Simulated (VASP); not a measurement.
Here is the system:

```yaml
crystal:
  lattice:
    - [5.21439, 0.00000, 0.00000]
    - [0.00000, 5.21439, 0.00000]
    - [0.00000, 0.00000, 5.21439]
  atoms:
    - { symbol: Sr, position: [0.00000, 0.50000, 0.50000] }
    - { symbol: Sr, position: [0.50000, 0.00000, 0.50000] }
    - { symbol: Sr, position: [0.50000, 0.50000, 0.00000] }
    - { symbol: Sb, position: [0.00000, 0.00000, 0.00000] }
    - { symbol: N, position: [0.50000, 0.50000, 0.50000] }
```

Calculation: modified Becke-Johnson potential (mBJ) with spin-orbit coupling, VASP's PBE PAW potentials (set 64) (plane waves; VASP). Numerical set-up: 500 eV cut-off, 4×4×4 Γ-centred mesh, Gaussian smearing of 0.050 eV, potentials Sr_sv Sb N.

mBJ is a potential without an energy functional, so only the levels count.

Task: Give the energies of bands 31 to 44 at the high-symmetry points, in eV from the valence-band maximum.

Result: 
```json
[
 {"band": "31", "Γ": "-0.89", "X": "-1.66", "M": "-2.48", "R": "-2.19"},
 {"band": "32", "Γ": "-0.89", "X": "-1.66", "M": "-2.48", "R": "-2.19"},
 {"band": "33", "Γ": "-0.89", "X": "-1.44", "M": "-1.64", "R": "-2.19"},
 {"band": "34", "Γ": "-0.89", "X": "-1.44", "M": "-1.64", "R": "-2.19"},
 {"band": "35", "Γ": "-0.10", "X": "-1.16", "M": "-1.43", "R": "-1.82"},
 {"band": "36", "Γ": "-0.10", "X": "-1.16", "M": "-1.43", "R": "-1.82"},
 {"band": "37", "Γ": "0.00", "X": "-0.56", "M": "-1.43", "R": "-1.46"},
 {"band": "38", "Γ": "0.00", "X": "-0.56", "M": "-1.43", "R": "-1.46"},
 {"band": "39", "Γ": "0.00", "X": "-0.53", "M": "-0.79", "R": "-1.46"},
 {"band": "40", "Γ": "0.00", "X": "-0.53", "M": "-0.79", "R": "-1.46"},
 {"band": "41", "Γ": "0.82", "X": "1.95", "M": "2.66", "R": "2.26"},
 {"band": "42", "Γ": "0.82", "X": "1.95", "M": "2.66", "R": "2.26"},
 {"band": "43", "Γ": "0.82", "X": "2.49", "M": "3.34", "R": "2.27"},
 {"band": "44", "Γ": "0.82", "X": "2.49", "M": "3.35", "R": "2.27"}
]
```

The gap is direct, 0.82 eV, from the valence maximum at Γ to the conduction minimum at Γ.

The structure comes from a computed database's Sr3SbN entry (Pm-3m); how it stands against other phases isn't given here. It was relaxed first. The cell's shape comes from a PBE relaxation.
